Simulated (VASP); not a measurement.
These are revTPSS meta-GGA, VASP's PBE PAW potentials (set 64) (plane waves; VASP) values and carry that method's errors.

The input files of a VASP run:

### INCAR
```
ALGO = Normal
EDIFF = 1E-7
ENCUT = 520
ISIF = 2
ISMEAR = -5
ISPIN = 2
LASPH = T
LCHARG = F
LEFG = T
LMAXMIX = 4
LMIXTAU = T
LORBIT = 11
LREAL = F
LWAVE = F
MAGMOM = -0.0 0.3 0.3 0.3
METAGGA = RTPSS
NEDOS = 601
NELM = 100
PREC = Accurate
SYSTEM = Ni3Al
```

File KPOINTS_OPT:
```
k-points along high-symmetry lines
10
Line-mode
Reciprocal
  0.000000   0.000000   0.000000 ! GAMMA
  0.000000   0.500000   0.000000 ! X

  0.000000   0.500000   0.000000 ! X
  0.500000   0.500000   0.000000 ! M

  0.500000   0.500000   0.000000 ! M
  0.000000   0.000000   0.000000 ! GAMMA

  0.000000   0.000000   0.000000 ! GAMMA
  0.500000   0.500000   0.500000 ! R

  0.500000   0.500000   0.500000 ! R
  0.000000   0.500000   0.000000 ! X

  0.500000   0.500000   0.500000 ! R
  0.500000   0.500000   0.000000 ! M
```

### POSCAR
```
Ni3Al
1
    3.5150450548     0.0000000000     0.0000000000
    0.0000000000     3.5150450548     0.0000000000
    0.0000000000     0.0000000000     3.5150450548
Al Ni
1 3
Direct
  0.0000000000   0.0000000000   0.0000000000
  0.0000000000   0.5000000000   0.5000000000
  0.5000000000   0.0000000000   0.5000000000
  0.5000000000   0.5000000000   0.0000000000
```

### KPOINTS
```
Automatic mesh
0
Gamma
10 10 10
0 0 0
```

POTCAR, in this order: Al Ni (PBE.64 set). Program: vasp_std.

The run wrote:

**OUTCAR**
```
 ion  position               nearest neighbor table
   1  0.000  0.000  0.000-   2 2.49   3 2.49   4 2.49   2 2.49   3 2.49   2 2.49   4 2.49   2 2.49
                             3 2.49   4 2.49   3 2.49   4 2.49
   2  0.000  0.500  0.500-   1 2.49   3 2.49   4 2.49   1 2.49   4 2.49   1 2.49   3 2.49   1 2.49
                             3 2.49   4 2.49   4 2.49   3 2.49
   3  0.500  0.000  0.500-   1 2.49   2 2.49   4 2.49   1 2.49   4 2.49   2 2.49   4 2.49   4 2.49
                             1 2.49   2 2.49   1 2.49   2 2.49
   4  0.500  0.500  0.000-   1 2.49   2 2.49   3 2.49   2 2.49   3 2.49   1 2.49   3 2.49   3 2.49
                             1 2.49   2 2.49   2 2.49   1 2.49
  LATTYP: Found a simple cubic cell.
 ALAT       =     3.5150450548
 Subroutine PRICEL returns:
 Original cell was already a primitive cell.
 Subroutine GETGRP returns: Found 48 space group operations
The static configuration has the point symmetry O_h .
The dynamic configuration has the point symmetry O_h .
The overall configuration has the point symmetry O_h .
 Subroutine INISYM returns: Found 48 space group operations
 Subroutine IBZKPT returns following result:
 Found     56 irreducible k-points:

 Following reciprocal coordinates:
            Coordinates               Weight
  0.000000  0.000000  0.000000      1.000000
  0.100000  0.000000  0.000000      6.000000
  0.200000  0.000000  0.000000      6.000000
  0.300000  0.000000  0.000000      6.000000
  0.400000  0.000000  0.000000      6.000000
  0.500000  0.000000  0.000000      3.000000
  0.100000  0.100000  0.000000     12.000000
  0.200000  0.100000  0.000000     24.000000
  0.300000  0.100000  0.000000     24.000000
  0.400000  0.100000  0.000000     24.000000
  0.500000  0.100000  0.000000     12.000000
  0.200000  0.200000  0.000000     12.000000
  0.300000  0.200000  0.000000     24.000000
  0.400000  0.200000  0.000000     24.000000
  0.500000  0.200000  0.000000     12.000000
  0.300000  0.300000  0.000000     12.000000
  0.400000  0.300000  0.000000     24.000000
  0.500000  0.300000  0.000000     12.000000
  0.400000  0.400000  0.000000     12.000000
  0.500000  0.400000  0.000000     12.000000
  0.500000  0.500000  0.000000      3.000000
  0.100000  0.100000  0.100000      8.000000
  0.200000  0.100000  0.100000     24.000000
  0.300000  0.100000  0.100000     24.000000
  0.400000  0.100000  0.100000     24.000000
  0.500000  0.100000  0.100000     12.000000
  0.200000  0.200000  0.100000     24.000000
  0.300000  0.200000  0.100000     48.000000
  0.400000  0.200000  0.100000     48.000000
  0.500000  0.200000  0.100000     24.000000
  0.300000  0.300000  0.100000     24.000000
  0.400000  0.300000  0.100000     48.000000
  0.500000  0.300000  0.100000     24.000000
  0.400000  0.400000  0.100000     24.000000
  0.500000  0.400000  0.100000     24.000000
  0.500000  0.500000  0.100000      6.000000
  0.200000  0.200000  0.200000      8.000000
  0.300000  0.200000  0.200000     24.000000
  0.400000  0.200000  0.200000     24.000000
  0.500000  0.200000  0.200000     12.000000
   k-points           NKPTS =     56   k-points in BZ     NKDIM =     56   number of bands    NBANDS=     20
   number of dos      NEDOS =    601   number of ions     NIONS =      4
   total plane-waves  NPLWV =  21952
   dimension x,y,z NGX =    28 NGY =   28 NGZ =   28
   dimension x,y,z NGXF=    56 NGYF=   56 NGZF=   56
   ions per type =               1   3
   PREC   = accura    normal or accurate (medium, high low for compatibility)
   ISTART =      0    job   : 0-new  1-cont  2-samecut
   ICHARG =      2    charge: 1-file 2-atom 10-const
   ISPIN  =      2    spin polarized calculation?
   LNONCOLLINEAR =      F non collinear calculations
   LSORBIT =      F    spin-orbit coupling
...
```

File OSZICAR:
```
       N       E                     dE             d eps       ncg     rms          rms(c)
DAV:   1     0.319212042041E+03    0.31921E+03   -0.21733E+04  4728   0.352E+03
DAV:   2     0.557906497448E+02   -0.26342E+03   -0.25442E+03  5496   0.617E+02
DAV:   3     0.280980583253E+02   -0.27693E+02   -0.26264E+02  5452   0.252E+02
DAV:   4     0.267173716203E+02   -0.13807E+01   -0.13729E+01  6804   0.711E+01
DAV:   5     0.266437816393E+02   -0.73590E-01   -0.73584E-01  7852   0.147E+01    0.124E+01
DAV:   6    -0.168063355874E+02   -0.43450E+02   -0.10273E+02  4480   0.861E+01    0.170E+01
DAV:   7    -0.168747169226E+02   -0.68381E-01   -0.46056E+00  5716   0.274E+01    0.197E+01
DAV:   8    -0.142130578374E+02    0.26617E+01   -0.52337E+00  5184   0.351E+01    0.144E+01
DAV:   9    -0.121439001654E+02    0.20692E+01   -0.66287E+00  5528   0.373E+01    0.826E+00
DAV:  10    -0.121523643105E+02   -0.84641E-02   -0.42169E-01  6004   0.742E+00    0.670E+00
DAV:  11    -0.122402583938E+02   -0.87894E-01   -0.21358E-01  5616   0.737E+00    0.431E+00
DAV:  12    -0.122064222418E+02    0.33836E-01   -0.11665E-01  4964   0.545E+00    0.169E+00
DAV:  13    -0.122105399001E+02   -0.41177E-02   -0.40810E-02  5360   0.294E+00    0.101E+00
DAV:  14    -0.122109074718E+02   -0.36757E-03   -0.18997E-03  5540   0.714E-01    0.773E-01
DAV:  15    -0.122061557449E+02    0.47517E-02   -0.19869E-02  5536   0.208E+00    0.474E-01
DAV:  16    -0.122071729136E+02   -0.10172E-02   -0.16952E-03  5324   0.638E-01    0.232E-01
DAV:  17    -0.122074695608E+02   -0.29665E-03   -0.57719E-04  5992   0.414E-01    0.988E-02
DAV:  18    -0.122074378621E+02    0.31699E-04   -0.22667E-04  5816   0.211E-01    0.527E-02
DAV:  19    -0.122074708781E+02   -0.33016E-04   -0.41672E-05  5484   0.128E-01    0.142E-02
DAV:  20    -0.122074739083E+02   -0.30303E-05   -0.25077E-06  5184   0.206E-02    0.566E-03
DAV:  21    -0.122074753727E+02   -0.14644E-05   -0.68986E-07  4564   0.116E-02    0.280E-03
DAV:  22    -0.122074745239E+02    0.84884E-06   -0.12501E-07  2780   0.669E-03    0.102E-03
DAV:  23    -0.122074748201E+02   -0.29621E-06   -0.45283E-08  2424   0.330E-03    0.414E-04
DAV:  24    -0.122074748701E+02   -0.50052E-07   -0.70804E-09  2396   0.896E-04
   1 F= -.12207475E+02 E0= -.12207475E+02  d E =0.000000E+00  mag=    -0.7753
       N       E                     dE             ncg
       N       E                     dE             ncg
```

OUTCAR:
```
------------------------ aborting loop because EDIFF is reached ----------------------------------------
  FORCE on cell =-STRESS in cart. coord.  units (eV):
  Direction    XX          YY          ZZ          XY          YZ          ZX
  --------------------------------------------------------------------------------------
  Total        0.0011191      0.0011191      0.0011191     -0.0000000     -0.0000000      0.0000000
  in kB        0.0412843      0.0412843      0.0412843     -0.0000000     -0.0000000      0.0000000
  external PRESSURE =       0.0412843 kB  Pullay stress =       0.0000000 kB
  volume of cell :       43.43
      direct lattice vectors                 reciprocal lattice vectors
     3.515045055  0.000000000  0.000000000     0.284491375  0.000000000  0.000000000
     0.000000000  3.515045055  0.000000000     0.000000000  0.284491375  0.000000000
     0.000000000  0.000000000  3.515045055     0.000000000  0.000000000  0.284491375
 POSITION                                       TOTAL-FORCE (eV/Angst)
 -----------------------------------------------------------------------------------
      0.00000      0.00000      0.00000         0.000000      0.000000      0.000000
      0.00000      1.75752      1.75752         0.000000      0.000000      0.000000
      1.75752      0.00000      1.75752         0.000000      0.000000      0.000000
      1.75752      1.75752      0.00000         0.000000      0.000000      0.000000
 -----------------------------------------------------------------------------------
    total drift:                                0.000000      0.000000      0.000000
  FREE ENERGIE OF THE ION-ELECTRON SYSTEM (eV)
  ---------------------------------------------------
  free  energy   TOTEN  =       -12.2074748701 eV

  energy  without entropy=      -12.2074748701  energy(sigma->0) =      -12.20747487

 total charge

# of ion       s       p       d       tot
------------------------------------------
    1        0.435   0.412   0.000   0.847
    2        0.502   0.558   8.377   9.436
    3        0.502   0.558   8.377   9.436
    4        0.502   0.558   8.377   9.436
--------------------------------------------------
tot          1.940   2.086  25.130  29.155

 magnetization (x)

# of ion       s       p       d       tot
------------------------------------------
    1        0.001   0.010   0.000   0.011
    2        0.005   0.014  -0.297  -0.279
    3        0.005   0.014  -0.297  -0.279
    4        0.005   0.014  -0.297  -0.279
--------------------------------------------------
tot          0.015   0.052  -0.892  -0.825

 Electric field gradients after diagonalization (V/A^2)
 (convention: |V_zz| > |V_xx| > |V_yy|)
----------------------------------------------------------------------
 ion       V_xx      V_yy      V_zz     asymmetry (V_yy - V_xx)/ V_zz
----------------------------------------------------------------------
   1      -0.000     0.000     0.000       0.185
   2       4.970     4.970    -9.941       0.000
   3       4.970     4.970    -9.941       0.000
   4       4.970     4.970    -9.941       0.000
```
(Selected blocks of OUTCAR.)

For a metal the tetrahedron method with Blöchl corrections gives inexact stress and forces.

The compound is Ni3Al in the L1_2 structure. It was relaxed first.
